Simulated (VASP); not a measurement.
Consider the following.

```
CELL_PARAMETERS angstrom
      0.00000     3.17326     3.17326
      3.17326     0.00000     3.17326
      3.17326     3.17326     0.00000
ATOMIC_POSITIONS crystal
  Mg 0.25000 0.25000 0.25000
  Mg 0.75000 0.75000 0.75000
  Ge 0.00000 0.00000 0.00000
```

Method: PBE GGA with D4 dispersion, VASP's PBE PAW potentials (set 64) (plane waves; VASP). Numerical set-up: 520 eV cut-off, Gaussian smearing of 0.050 eV, potentials Mg Ge_d.

Problem. Give the energies of bands 7 to 12 at the high-symmetry points, in eV from the valence-band maximum.

Solution. 
```json
[
 {"band": "7", "Γ": "0.00", "X": "-4.57", "U": "-4.14", "L": "-4.91", "W": "-3.71"},
 {"band": "8", "Γ": "0.00", "X": "-2.04", "U": "-3.55", "L": "-0.74", "W": "-3.71"},
 {"band": "9", "Γ": "0.00", "X": "-2.04", "U": "-1.70", "L": "-0.74", "W": "-2.75"},
 {"band": "10", "Γ": "1.14", "X": "0.13", "U": "0.72", "L": "1.08", "W": "2.79"},
 {"band": "11", "Γ": "2.86", "X": "0.58", "U": "3.17", "L": "2.78", "W": "3.79"},
 {"band": "12", "Γ": "2.86", "X": "8.00", "U": "6.13", "L": "2.78", "W": "3.84"}
]
```

The gap is indirect, 0.13 eV, from the valence maximum at Γ to the conduction minimum at X.

Measured: gap 0.74 eV (computed value off by -0.61 eV), as given by Byungki Ryu et al., Journal of the Korean Physical Society (2019), arXiv:1905.06140.

The compound is Mg2Ge in the antifluorite structure. It was relaxed first.
